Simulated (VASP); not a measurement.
Ni: relaxation of cell and atoms with PBE

Crystal: Ni.

```
Ni
1.0
     0.00000    1.75899    1.75899
     1.75899    0.00000    1.75899
     1.75899    1.75899    0.00000
Ni
1
Direct
  0.00000 0.00000 0.00000
```

| Property | Result |
| --- | --- |
| Program | VASP 6.6.1 |
| Task | relaxation of cell and atoms |
| Functional | PBE |
| Potentials or basis | VASP PAW PBE potentials, release 64 (Ni) |
| Cutoff | 520 eV |
| k mesh | 20 × 20 × 20 |
| Occupations | gaussian, width 0.1 eV |
| Spin | collinear spin, ferromagnetic start |
| Starting moments | [0.8] μB |
| Further INCAR settings | ALGO = Fast; EDIFF = 1e-07; IBRION = 2; EDIFFG = -0.002; NSW = 80; ISIF = 3 |

```json
{
 "Relaxed volume": "10.89 Å³/atom",
 "Relaxed cell": "a = 2.488 Å, b = 2.488 Å, c = 2.488 Å, α = 60.00°, β = 60.00°, γ = 60.00°",
 "Space group after relaxing (to 0.05 Å)": "Fm-3m (No. 225)",
 "Energy gained by relaxing": "0.0 meV/atom",
 "Ionic steps": "15",
 "Pressure after relaxing": "0.0 GPa",
 "Band gap on the k mesh": "none (metal or under the smearing width)",
 "Net moment": "0.63 μB per cell",
 "Site moments": "Ni +0.64 μB",
 "Valence electrons inside the program's atomic spheres": "Ni 9.31"
}
```

Final structure:
```
Ni
1.0
     0.00000    1.75907    1.75907
     1.75907    0.00000    1.75907
     1.75907    1.75907    0.00000
Ni
1
Direct
  0.00000 0.00000 0.00000
```

Levels at points of the mesh, in eV from the Fermi level:
Spin up:
```csv
k point,band 2,band 3,band 4,band 5,band 6,band 7,band 8,band 9
"(0.00, 0.00, 0.00)",-2.44,-2.44,-2.44,-1.26,-1.26,23.72,27.57,27.57
"(0.50, 0.00, 0.00)",-2.42,-2.42,-0.61,-0.61,-0.29,5.65,22.21,24.66
"(0.50, 0.50, 0.00)",-4.20,-0.55,-0.48,-0.48,2.45,9.21,14.82,14.82
```
Spin down:
```
           k point  band 2  band 3  band 4  band 5  band 6  band 7  band 8  band 9
(0.00, 0.00, 0.00)   -1.68   -1.68   -1.68   -0.67   -0.67   23.55   27.55   27.55
(0.50, 0.00, 0.00)   -1.80   -1.80   -0.36    0.15    0.15    6.08   22.06   24.75
(0.50, 0.50, 0.00)   -3.58    0.06    0.39    0.39    2.40    9.45   14.83   14.83
```

Run time: 2 min on 1 thread of Intel(R) Xeon(R) Platinum 8559C (Emerald Rapids), on a shared host, peak memory 0.17 GiB.
